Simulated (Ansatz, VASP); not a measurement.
# MoOs: VASP beside Ansatz

The input INCAR:

```
PREC = Accurate ; ENCUT = 520
EDIFF = 1E-6 ; ISMEAR = 0
SIGMA = 0.15 ; LREAL = False
LASPH = True ; NELM = 100
ALGO = Normal ; ISIF = 2
LWAVE = False ; LCHARG = True
LELF = True ; LVHAR = True
NBANDS = 18
```

Contents of KPOINTS:

```
Automatic mesh
0
Gamma
  21 21 12
```

POSCAR

```
MoOs
1.0
    2.9965554740      0.0000000000      0.0000000000
   -1.4982777370      2.5950931644      0.0000000000
    0.0000000000      0.0000000000      3.8840622568
Mo Os
1 1
Direct
    0.6666666667      0.3333333333      0.5000000000
    0.3333333333      0.6666666667      0.0000000000
```

Input for Ansatz:

```yaml
crystal:
  lattice:
    - [2.996555474, 0.0, 0.0]
    - [-1.498277737, 2.5950931644, 0.0]
    - [0.0, 0.0, 3.8840622568]
  atoms:
    - { symbol: Mo, position: [0.6666666667, 0.3333333333, 0.5] }
    - { symbol: Os, position: [0.3333333333, 0.6666666667, 0.0] }
basis:
  ecutwfc: 420
kpoints:
  mp_grid: { grid: [21, 21, 12] }
hamiltonian:
  xc: lda
scf:
  occupations: { method: gaussian, width: 0.15 }
output:
  forces: true
  stress: true
  eigenvalues: true
```

Alike in both runs: task single point; functional LDA; k mesh 21 × 21 × 12; occupations gaussian, width 0.15 eV; no spin polarisation.

```csv
,VASP,Ansatz
version,VASP 6.6.1,Ansatz 0.2.0
potentials or method,"VASP PAW LDA potentials, release 64 (Mo_sv, Os)","scalar-relativistic, plane waves, PAW"
plane-wave cutoff (eV),520,420
valence electrons in the cell,22,30
```

Ansatz gave:

| Quantity | Value |
| --- | --- |
| gap on the k mesh at the Fermi level (eV) | none |
| pressure (GPa) | -3.7 |
| largest component of the traceless stress (GPa) | 27.28 |

Question: What did VASP give for the same quantities?

Answer: gap on the k mesh at the Fermi level (eV): none; pressure (GPa): -2.3; largest component of the traceless stress (GPa): 27.36.

A gap of «none» marks a metal or a gap that the smearing closes. The two sets of potentials don't hold the same shells in valence.

The runs have no spin-orbit coupling, so splittings on Os are missing.
